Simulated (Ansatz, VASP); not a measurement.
**Cross-check of Ni (Ni(100)) between VASP and Ansatz**

One calculation is typed for both programs; each brings its own data sets. How far apart do they land? The cell is taken from a series of runs on this material, whose earlier steps may have relaxed, scaled, displaced or heated it; both programs get it as it stands.

Calculated with Ansatz 0.2.0; plane waves, with VASP 6.6.1 beside it; single point at PBE.

## Step 1: Starting point

The cell holds 10 atoms: 10 Ni. Cell: a = 2.489 Å, b = 2.489 Å, c = 33.840 Å, α = 90.0°, β = 90.0°, γ = 90.0°. Vacuum lies along c.

## Step 2: Ansatz: single point, PBE

Ansatz runs on its default PAW (the set named soft_2) files.

A single point gives forces, pressure and levels at one fixed geometry, so differences don't come from the geometry; what else differs is listed under the comparison.

input.yaml

```yaml
crystal:
  lattice:
    - [2.4890158698, 0.0, 0.0]
    - [0.0, 2.4890158698, 0.0]
    - [0.0, 0.0, 33.84]
  atoms:
    - { symbol: Ni, position: [0.5, 0.5, 0.2659574468], spin: 0.7 }
    - { symbol: Ni, position: [0.0, 0.0, 0.3179669031], spin: 0.7 }
    - { symbol: Ni, position: [0.5, 0.5, 0.3699763593], spin: 0.7 }
    - { symbol: Ni, position: [0.0, 0.0, 0.4219858156], spin: 0.7 }
    - { symbol: Ni, position: [0.5, 0.5, 0.4739952719], spin: 0.7 }
    - { symbol: Ni, position: [0.0, 0.0, 0.5260047281], spin: 0.7 }
    - { symbol: Ni, position: [0.5, 0.5, 0.5780141844], spin: 0.7 }
    - { symbol: Ni, position: [0.0, 0.0, 0.6300236407], spin: 0.7 }
    - { symbol: Ni, position: [0.5, 0.5, 0.6820330969], spin: 0.7 }
    - { symbol: Ni, position: [0.0, 0.0, 0.7340425532], spin: 0.7 }
magnetization:
  spin_polarized: true
kpoints:
  mp_grid: { grid: [16, 16, 1] }
hamiltonian:
  xc: pbe
scf:
  occupations: { method: fermi_dirac, width: 0.1 }
  convergence: { dr2_threshold: 1.0e-09 }
efield:
  axis: 3
  dipole_correction: true
  ramp_position: 0.97
  ramp_width: 0.06
output:
  write_potential: true
  write_density: true
  volumetric_format: npy
```

Run with:

```
$ ansatz run input.yaml --threads 4 --pin off --max-ram 6144MiB --backend cpu --events-out ev --progress --plain --runs-dir out
```

Numbers of over 12 decimals in the logs are rounded to 6 here.

The program printed:

```text
Engine: ansatz 0.2.0, x86_64-unknown-linux-gnu
Pseudopotentials: kind: paw
Pseudopotential: Ni, paw, valence charge 18, recommended cutoff 420 eV (normal), Ni.paw.azcp
Functional definition: PBE
  parameter kappa = 0.804
  parameter beta = 0.066725
  exchange = pbe_x(kappa = kappa, mu = beta*pi^2/3)
  correlation = pbe_c(beta = beta)
Crystal: 10 atoms, lattice volume = 209.646 Å³
Basis set: ecut = 420 eV, 4065 PW (Γ)
Bands: 113, of which v1, the nominal top of the filled ones, is band 90 counted from 1 (89 counted from 0)
Symmetry: 8 space group operations
k-points: 45 of 256
Non-local potential: Ni, projectors of the file, l = 0: 3, l = 1: 2, l = 2: 3, l = 3: 1
PAW form: soft (Blöchl's): semilocal exchange-correlation on the pseudo side does not see the compensation charge
PAW one-centre angular grid: Ni, 590 points (default); XC on 64 Gauss nodes
Initial density: superposition of atomic densities (neutral atoms: chi_scale 0, normalization atom)
Starting moments: Σ|m| = 7 μB on 10 of 10 sites
Initial wavefunctions: pseudopotential atomic-orbital guess
Functional: x = pbe(κ = 0.804, μ = 0.219515), c = pbe(β = 0.066725)
SCF iter   1: F=—  HF=-58387.145304 eV  |F-HF|=—  |Δ(HF+E_count)|=         —  Δρ=5.07e-2 (↑2.16e-2 ↓5.07e-2)  dr2=1.11e1  dr2_m=1.86e0  M=8.358 μB ∫|m|=8.779 μB  β_m=1.00  ethr=3.10e-3  p=0.000 e·Å  D=8.36e-13 V/Å  ΔV_dip=-0.00 eV  dr2_dipole=3.33e-8  V_vac-E_F(+/−)=7.28/7.28 eV  ⟨swp⟩=7.6  Hψ=43484  notcnv=0  defer=455
Mixer restart at iter 1: flushing history
efield: sawtooth ramp at fractional position 0.9700 (set: `efield.ramp_position`, or a place that a band, a saddle search or an elastic batch's reference lends), width 0.0600; the density the first Hamiltonian is built on has a dipole p = 0.000 e·Å; the dipole correction subtracts the counter field D = 8.36e-13 V/Å, which shifts the + side's vacuum level by -0.00 eV against the − side's; the planar-averaged density in the ramp window peaks in size at 2.9e-6 e/Å³
preconditioner: auto → LDOS  [metal: Δε(μ)=0.008 eV  Ē_g=7.846 eV  σ=0.100 eV  W_gap=0.02  n_scr=64 (ndim 8)  ℏωp=25.6 eV  f_vac=0.446  D(μ)=17.56/eV (n_scr^D=232)]
spin=Collinear: LDOS preconditioning applied to the charge; magnetization (m = ρ↑ − ρ↓) channel mixes plain (no charge-response kernel on spin).
SCF iter   2: F=—  HF=-58387.227375 eV  |F-HF|=—  |Δ(HF+E_count)|=   8.21e-2  Δρ=1.59e-2 (↑1.40e-2 ↓1.59e-2)  dr2=1.37e0  dr2_m=4.35e-2  M=7.804 μB ∫|m|=8.579 μB  β_m=0.29  ethr=3.10e-3  p=-0.000 e·Å  D=-2.76e-4 V/Å  ΔV_dip=0.01 eV  dr2_dipole=3.21e-4  V_vac-E_F(+/−)=6.26/6.25 eV  ⟨swp⟩=2.2  Hψ=16766  notcnv=0  defer=713
density mixer auto → msr1: a metal under ldos (density of states about μ 3.69 of a free-electron gas's, 64 screened modes)
SCF iter   3: F=—  HF=-58390.565465 eV  |F-HF|=—  |Δ(HF+E_count)|=    3.34e0  Δρ=1.07e-2 (↑6.35e-3 ↓1.07e-2)  dr2=3.43e-1  dr2_m=4.91e-2  M=7.586 μB ∫|m|=8.375 μB  β_m=0.48  ethr=7.61e-4  p=-0.000 e·Å  D=-1.56e-4 V/Å  ΔV_dip=0.01 eV  dr2_dipole=1.48e-3  V_vac-E_F(+/−)=5.88/5.87 eV  ⟨swp⟩=2.3  Hψ=15804  notcnv=0  defer=718
SCF iter   4: F=—  HF=-58394.453398 eV  |F-HF|=—  |Δ(HF+E_count)|=    3.89e0  Δρ=1.37e-2 (↑4.84e-3 ↓1.37e-2)  dr2=3.87e-1  dr2_m=7.38e-2  M=6.979 μB ∫|m|=7.842 μB  β_m=0.64  ethr=1.90e-4  p=0.000 e·Å  D=1.86e-4 V/Å  ΔV_dip=-0.01 eV  dr2_dipole=1.25e-3  V_vac-E_F(+/−)=5.31/5.32 eV  ⟨swp⟩=2.3  Hψ=19174  notcnv=0  defer=760
SCF iter   5: F=—  HF=-58395.607333 eV  |F-HF|=—  |Δ(HF+E_count)|=    1.15e0  Δρ=6.30e-3 (↑3.96e-3 ↓6.30e-3)  dr2=1.45e-1  dr2_m=9.35e-3  M=6.623 μB ∫|m|=7.484 μB  β_m=0.80  ethr=1.90e-4  p=0.000 e·Å  D=3.62e-5 V/Å  ΔV_dip=-0.00 eV  dr2_dipole=3.74e-5  V_vac-E_F(+/−)=5.12/5.12 eV  ⟨swp⟩=2.2  Hψ=16540  notcnv=0  defer=780
SCF iter   6: F=—  HF=-58395.764056 eV  |F-HF|=—  |Δ(HF+E_count)|=   1.57e-1  Δρ=5.67e-3 (↑4.77e-3 ↓5.67e-3)  dr2=1.40e-1  dr2_m=1.19e-3  M=6.518 μB ∫|m|=7.399 μB  β_m=0.68  ethr=8.03e-5  p=0.000 e·Å  D=3.86e-4 V/Å  ΔV_dip=-0.01 eV  dr2_dipole=8.28e-5  V_vac-E_F(+/−)=5.01/5.02 eV  ⟨swp⟩=2.4  Hψ=20244  notcnv=0  defer=877
SCF iter   7: F=—  HF=-58395.731591 eV  |F-HF|=—  |Δ(HF+E_count)|=   3.25e-2  Δρ=2.54e-3 (↑1.13e-3 ↓2.54e-3)  dr2=1.63e-2  dr2_m=1.65e-3  M=6.470 μB ∫|m|=7.362 μB  β_m=0.56  ethr=7.77e-5  p=-0.000 e·Å  D=-4.48e-5 V/Å  ΔV_dip=0.00 eV  dr2_dipole=1.52e-4  V_vac-E_F(+/−)=4.97/4.97 eV  ⟨swp⟩=2.7  Hψ=20837  notcnv=0  defer=879
SCF iter   8: F=—  HF=-58395.727301 eV  |F-HF|=—  |Δ(HF+E_count)|=   4.29e-3  Δρ=4.05e-4 (↑3.48e-4 ↓4.05e-4)  dr2=4.78e-4  dr2_m=1.16e-4  M=6.454 μB ∫|m|=7.351 μB  β_m=0.65  ethr=9.07e-6  p=-0.000 e·Å  D=-2.73e-5 V/Å  ΔV_dip=0.00 eV  dr2_dipole=7.30e-6  V_vac-E_F(+/−)=4.92/4.92 eV  ⟨swp⟩=2.4  Hψ=15942  notcnv=0  defer=881
[...]
SCF iter  20: F=-58395.728441 eV  HF=-58395.728441 eV  |F-HF|=9.17e-10  |Δ(HF+E_count)|=  3.27e-10  Δρ=2.72e-7 (↑1.36e-7 ↓2.72e-7)  dr2=5.09e-10  dr2_m=1.41e-11  M=6.467 μB ∫|m|=7.366 μB  ethr=1.00e-12  p=0.000 e·Å  D=9.84e-9 V/Å  ΔV_dip=-0.00 eV  dr2_dipole=9.96e-11  V_vac-E_F(+/−)=4.90/4.90 eV  ⟨swp⟩=11.5  Hψ=43675  notcnv=0
SCF 1 converged in 20 iterations: F = -58395.728441 eV  dr2 = 5.09e-10
  greatest PAW one-centre occupation: 1.001 electrons in one spin orbital (limit 2), on the Ni atom at site 9 (counted from 0), in its partial waves of l = 1
WARN: The output density's exchange-correlation potential varies sharply where the density is thin. Do not read a vacuum level from v_tot or v_xc, or from such a field of the output density. On a cell that repeats whose density bears no net charge and no dipole along the vacuum's axis use v_es (v_loc + v_h of the components); under efield.dipole_correction with no amplitude use v_es + v_field, which holds any externa [...]
SCF converged after 20 iterations
Magnetization: 6.4667 μB (93.2334 up, 86.7666 down)
Absolute magnetization: 7.3734 μB (∫|ρ↑−ρ↓|, with the PAW one-centre terms)
Spin contamination: 0.0813 ħ² per cell (⟨S²⟩ above its minimum at these occupations)
Per-site moments (μB) at R_I (Å): [(0.763051, 1.026719), (0.680286, 1.026719), (0.668306, 1.026719), (0.653858, 1.026719), (0.660608, 1.026719), (0.660608, 1.026719), (0.653858, 1.026719), (0.668306, 1.026719), (0.680286, 1.026719), (0.763052, 1.026719)]
Free energy (F): -58395.728441 eV
Harris-Foulkes:  -58395.728441 eV  (|F-HF|=9.17e-10)
Internal energy: -58395.171409 eV  (E = F + TS)
E sigma→0 (E₀):  -58395.449925 eV
Entropy (-TS):   -0.557031 eV (-55.703 meV/atom)
Fermi energy:    7.119906 eV
Dipole field:    D = 0.000013 V/Å  (p = 0.000015 e·Å, saw-weighted, corrected)
Work function:   Φ+ = 4.9048 eV   Φ− = 4.9053 eV
Levels:          The Fermi level and band energies are counted from a zero that moves with the ramp; work functions are not
--- Per-component energies (eV) ---
  E_band       = -4816.258679
  E_kinetic    = 2817.772821
  E_local      = -653884.692197  (includes V_loc(G=0)·N_el)
  E_nonlocal   = 6364.760583
  E_hartree    = 323118.853974
  E_xc         = -843.720141
  E_vxc        = -1087.598861  (∫ρ·V_xc dr)
  E_paw        = -16303.882138  (= ΣΔE_a)
  E_vpaw       = -5264.223360  (= ΣTr[D̂ρ^β])
  E_aug_tail   = 0.005518  (compensation charges beyond the density's cutoff)
  E_efield     = 0.000000  (sawtooth field / dipole correction)
  E_vefield    = 0.000000  (∫n·V_field dr)
  E_ewald      = 280335.730171
  E_smearing   = -0.557031  (= −TS)
  E_closure    = 0.000000  (closes the sum)
  Σ components = -58395.728441   (vs F -58395.728441, Δ=0.00e0)
--- Band table (eV; the first three rows and the last of 90) ---
  k-point 0 ↑: bands = [... 86 lower, 6.3162, 6.3555, 6.3555, 6.4181, 6.4835, 6.4916, 6.5285, 6.5285, ... 19 higher]
  k-point 1 ↑: bands = [... 86 lower, 6.2368, 6.2881, 6.3177, 6.3422, 6.4307, 6.4324, 6.4546, 6.5181, ... 19 higher]
  k-point 2 ↑: bands = [... 86 lower, 6.1204, 6.1220, 6.2753, 6.2835, 6.3945, 6.4118, 6.4885, 6.5595, ... 19 higher]
  k-point 44 ↓: bands = [... 86 lower, 7.5262, 7.5262, 7.8010, 7.8010, 9.7773, 9.7773, 10.5999, 10.5999, ... 19 higher]
```

## Step 3: VASP: single point, PBE

The same cell, functional, mesh and smearing now go to VASP, with its own data sets.

Lines of VASP's logs that name or quote its potential files are left out, and so is its time.

INCAR

```
SYSTEM = Ni
PREC = Accurate
ENCUT = 520
EDIFF = 1E-06
NELM = 200
ISMEAR = -1
SIGMA = 0.1
LREAL = .FALSE.
ALGO = Normal
GGA = PE
NBANDS = 71
ISPIN = 2
MAGMOM = 0.76 0.68 0.67 0.65 0.66 0.66 0.65 0.67 0.68 0.76
LASPH = .TRUE.
LMAXMIX = 4
LORBIT = 11
LWAVE = .FALSE.
LCHARG = .FALSE.
ISIF = 2
LDIPOL = .TRUE.
IDIPOL = 3
DIPOL = 0.5 0.5 0.5
LVHAR = .TRUE.
GGA_COMPAT = .FALSE.
NELMDL = -8
KPAR = 2
```

POSCAR

```
Ni
1.0
    2.4890158698      0.0000000000      0.0000000000
    0.0000000000      2.4890158698      0.0000000000
    0.0000000000      0.0000000000     33.8400000000
Ni
10
Direct
    0.5000000000      0.5000000000      0.2659574468
    1.0000000000      0.0000000000      0.3179669031
    0.5000000000      0.5000000000      0.3699763593
    1.0000000000      0.0000000000      0.4219858156
    0.5000000000      0.5000000000      0.4739952719
    1.0000000000      0.0000000000      0.5260047281
    0.5000000000      0.5000000000      0.5780141844
    1.0000000000      0.0000000000      0.6300236407
    0.5000000000      0.5000000000      0.6820330969
    1.0000000000      0.0000000000      0.7340425532
```

KPOINTS

```
Automatic mesh
0
Gamma
16 16 1
0 0 0
```

The projector-augmented-wave data sets are Ni (PBE family, release 64).

Run with:

```
$ mpirun -np 2 vasp_std
```

The program printed:

```text
[banner, memory and clock lines left out]
running    2 mpi-ranks, on    1 nodes
 distrk:  each k-point on    1 cores,    2 groups
 distr:  one band on    1 cores,    1 groups

 POSCAR found type information on POSCAR Ni
 POSCAR found :  1 types and      10 ions
 LDA part: xc-table for (Slater+PW92), standard interpolation
 POSCAR, INCAR and KPOINTS ok, starting setup
 FFT: planning ... GRIDC
 FFT: planning ... GRID_SOFT
 FFT: planning ... GRID
 WAVECAR not read
 entering main loop
       N       E                     dE             d eps       ncg     rms          rms(c)
DAV:   1     0.791308408484E+03    0.79131E+03   -0.44421E+04 12804   0.173E+03
DAV:   2     0.177089103425E+02   -0.77360E+03   -0.72871E+03 12780   0.364E+02
DAV:   3    -0.607664252582E+02   -0.78475E+02   -0.70313E+02 13371   0.152E+02
DAV:   4    -0.630758849689E+02   -0.23095E+01   -0.22919E+01 14070   0.294E+01
DAV:   5    -0.631135481898E+02   -0.37663E-01   -0.37661E-01 18920   0.262E+00
DAV:   6    -0.631139806063E+02   -0.43242E-03   -0.43241E-03 18613   0.295E-01
DAV:   7    -0.631139905398E+02   -0.99335E-05   -0.99334E-05 18730   0.407E-02
DAV:   8    -0.631139907687E+02   -0.22890E-06   -0.22848E-06 11238   0.641E-03    0.305E+01
DAV:   9    -0.819871770651E+02   -0.18873E+02   -0.13704E+02 15237   0.172E+02    0.544E+01
DAV:  10    -0.863900141232E+02   -0.44028E+01   -0.15062E+02 16685   0.156E+02    0.516E+01
DAV:  11    -0.723564860373E+02    0.14034E+02   -0.68776E+01 17425   0.919E+01    0.497E+01
DAV:  12    -0.658274623672E+02    0.65290E+01   -0.76302E+01 15148   0.709E+01    0.483E+01
DAV:  13    -0.623249154190E+02    0.35025E+01   -0.73176E+01 16066   0.773E+01    0.307E+01
DAV:  14    -0.623875154689E+02   -0.62600E-01   -0.35584E+01 14748   0.878E+01    0.332E+01
[...]
DAV:  40    -0.532548272005E+02   -0.49274E-03   -0.40989E-05 14091   0.749E-02    0.321E-02
DAV:  41    -0.532552331372E+02   -0.40594E-03   -0.22373E-05 14964   0.551E-02    0.186E-02
DAV:  42    -0.532552928135E+02   -0.59676E-04   -0.10148E-05 12901   0.299E-02    0.369E-02
DAV:  43    -0.532552995572E+02   -0.67437E-05   -0.25951E-06 10106   0.192E-02    0.267E-02
DAV:  44    -0.532553361009E+02   -0.36544E-04   -0.80150E-06  9534   0.253E-02    0.593E-03
DAV:  45    -0.532553542002E+02   -0.18099E-04   -0.20146E-06 10274   0.736E-03    0.845E-03
DAV:  46    -0.532553607595E+02   -0.65593E-05   -0.16737E-06  9252   0.121E-02    0.162E-02
DAV:  47    -0.532553610704E+02   -0.31091E-06   -0.46163E-07  8591   0.409E-03
   1 F= -.53255361E+02 E0= -.52973669E+02  d E =-.563384E+00  mag=     6.3371
```

[end of part 1 of 2]

[Lines on the potential files, build, host, timing and source positions are cut from VASP's logs without a mark.]

[Logs are printed without paths, hosts, clocks, repeated set-up lines and the standing remarks that a program may print on its own settings, such as how far it seeks lower states.]

[Hosts, paths, dates, database ids (printed as entryN), source tags and the programs' standing remarks are cut or masked in the printed files.]
